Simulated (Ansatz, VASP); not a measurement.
# Two plane-wave programs on Mg2CdS3

File INCAR:

```
SYSTEM = Mg2CdS3
ALGO = Normal
EDIFF = 1E-6
ENCUT = 520
GGA = PE
ISIF = 2
ISMEAR = 0
LASPH = .True.
LCHARG = .True.
LELF = .True.
LREAL = .False.
LVHAR = .True.
LWAVE = .False.
NBANDS = 26
NELM = 80
PREC = Accurate
SIGMA = 0.1
```

The input KPOINTS:

```
k-points
0
Gamma
  6 6 6
  0 0 0
```

Contents of POSCAR:

```
Mg2CdS3
1.0
   -1.9652988200      1.9652988200      8.3380567300
    1.9652988200     -1.9652988200      8.3380567300
    1.9652988200      1.9652988200     -8.3380567300
Mg Cd S
2 1 3
Direct
    0.6666666700      0.6666666700      0.0000000000
    0.3333333300      0.3333333300      0.0000000000
    0.0000000000      0.0000000000      0.0000000000
    0.1666666700      0.1666666700      0.0000000000
    0.8333333300      0.8333333300      0.0000000000
    0.5000000000      0.5000000000      0.0000000000
```

Input for Ansatz:

```yaml
crystal:
  lattice:
    - [-1.96529882, 1.96529882, 8.33805673]
    - [1.96529882, -1.96529882, 8.33805673]
    - [1.96529882, 1.96529882, -8.33805673]
  atoms:
    - { symbol: Mg, position: [0.66666667, 0.66666667, 0.0] }
    - { symbol: Mg, position: [0.33333333, 0.33333333, 0.0] }
    - { symbol: Cd, position: [0.0, 0.0, 0.0] }
    - { symbol: S, position: [0.16666667, 0.16666667, 0.0] }
    - { symbol: S, position: [0.83333333, 0.83333333, 0.0] }
    - { symbol: S, position: [0.5, 0.5, 0.0] }
basis:
  ecutwfc: 420
kpoints:
  mp_grid: { grid: [6, 6, 6] }
hamiltonian:
  xc: pbe
scf:
  occupations: { method: gaussian, width: 0.1 }
  lower_state_search: "off"
output:
  forces: true
  stress: true
  eigenvalues: true
```

Alike in both runs: task single point; functional PBE; k mesh 6 × 6 × 6; occupations gaussian, width 0.1 eV; no spin polarisation.

```csv
,VASP,Ansatz
version,VASP 6.6.1,Ansatz 0.2.0
potentials or method,"VASP PAW PBE potentials, release 64 (Mg, Cd, S)","scalar-relativistic, plane waves, PAW"
plane-wave cutoff (eV),520,420
valence electrons in the cell,34,58
```

Ansatz gave:

| Quantity | Value |
| --- | --- |
| gap on the k mesh at the Fermi level (eV) | 1.22 |
| least direct gap on the mesh (eV) | 1.69 |
| pressure (GPa) | -6.9 |
| largest component of the traceless stress (GPa) | 0.09 |
| rms of the force components (eV/Å) | 0.100 |

**Question.** Estimate VASP's values.

**Answer.** gap on the k mesh at the Fermi level (eV): 1.21; least direct gap on the mesh (eV): 1.68; pressure (GPa): -6.9; largest component of the traceless stress (GPa): 0.08; rms of the force components (eV/Å): 0.108.

Atom by atom the forces differ by 0.008 eV/Å (rms over components). The functional is the same, so the differences come from potentials, cutoffs and numerics. The two sets of potentials don't hold the same shells in valence.

A k mesh can miss the band edges. PBE gaps usually lie below the measured ones, often by a third to a half.
